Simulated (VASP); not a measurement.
An input for Quantum ESPRESSO's pw.x (written as the equivalent of a VASP run, and not itself run):

```
&CONTROL
  calculation = 'vc-relax'
  pseudo_dir = './pseudo'
  outdir = './out'
  tprnfor = .true.
  tstress = .true.
  nstep = 40
  forc_conv_thr = 0.00078
/
&SYSTEM
  ibrav = 0
  nat = 2
  ntyp = 2
  ecutwfc = 84
  occupations = 'smearing'
  smearing = 'gaussian'
  degauss = 0.003675
  input_dft = 'pbe'
/
&ELECTRONS
  conv_thr = 7.3e-08
  electron_maxstep = 100
/
&IONS
/
&CELL
  press = 450
/
ATOMIC_SPECIES
  In 114.818 In.upf
  As 74.922 As.upf
CELL_PARAMETERS angstrom
     0.0000000    2.7974171    2.7974171
     2.7974171    0.0000000    2.7974171
     2.7974171    2.7974171    0.0000000
ATOMIC_POSITIONS crystal
  In   0.0000000  0.0000000  0.0000000
  As   0.2500000  0.2500000  0.2500000
K_POINTS automatic
  8 8 8 0 0 0
```

Question: Translate this input to VASP (INCAR, KPOINTS, POSCAR, choice of POTCAR).

Answer: One answer among several that fit: 
**KPOINTS**
```
kpoints
0
G
  8 8 8
```

### INCAR
```
! general
SYSTEM =InAs
PREC   =Accurate
ENCUT  =500
LREAL  =.FALSE.   ! projection in real space or not
LASPH  =.TRUE.

! electronic loop
EDIFF  =1E-6
NELM   =100   ! most electronic steps
ALGO   =Normal   ! blocked Davidson
LMAXMIX=4   ! l cut-off of mixed one-centre charges

! smearing
ISMEAR =0   ! Gaussian
SIGMA  =0.05   ! width (eV)

! functional
GGA    =PE

! ions
IBRION =2
NSW    =40
ISIF   =3
EDIFFG =-0.02   ! ionic stop
PSTRESS=450   ! kbar

! output
LWAVE  =.FALSE.
LCHARG =.FALSE.
```

POSCAR:
```
InAs
1
    0.0000000000     2.7974171402     2.7974171402
    2.7974171402     0.0000000000     2.7974171402
    2.7974171402     2.7974171402     0.0000000000
In As
1 1
Direct
  0.0000000000   0.0000000000   0.0000000000
  0.2500000000   0.2500000000   0.2500000000
```

POTCAR, in this order: In_d As (PBE.64 set). Program: vasp_std.

What does not carry over: the potentials are each code's own (VASP's PAW set, PseudoDojo norm-conserving files in pw.x), so ENCUT and ecutwfc are chosen apart and not converted; conv_thr bounds pw.x's estimated SCF error, while EDIFF bounds the energy change between steps; forc_conv_thr acts on force components and is met together with etot_conv_thr.

The compound is InAs in the zinc blende structure. This run relaxes it under an external pressure of 45 GPa. Symmetry was kept, so distortions that lower it aren't found.
